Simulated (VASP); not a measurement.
Input:

```
CELL_PARAMETERS angstrom
      4.07923     0.00000     0.00000
     -2.03962     3.53272     0.00000
      0.00000     0.00000     6.62369
ATOMIC_POSITIONS crystal
  Ge 0.00000 0.00000 0.00000
  Ge 0.00000 0.00000 0.50000
  Sn 0.33333 0.66667 0.25000
  Sn 0.66667 0.33333 0.75000
```

Level of theory: PBEsol GGA, VASP's PBE PAW potentials (set 64) (plane waves; VASP). Run with 500 eV cut-off, 9×9×5 Γ-centred mesh, first-order Methfessel-Paxton smearing of 0.10 eV, potentials Ge_d Sn_d.

Unless said otherwise, spin-orbit coupling is left out, though it shifts the bands of the heavy elements here.

Question: What does the run give for the energy per atom (σ→0), band gap (on the k-mesh) with the smallest direct gap where there is one?

Answer: 
```json
{
 "band gap (on the k-mesh)": "none (metal, semimetal or under 0.01 eV)",
 "energy per atom (σ→0)": "-4.450 eV/atom"
}
```

The structure was generated: GeSn was put into the NiAs type type (P6_3/mmc), which need not be its known phase. It was relaxed first, which changed the volume by +13 %.
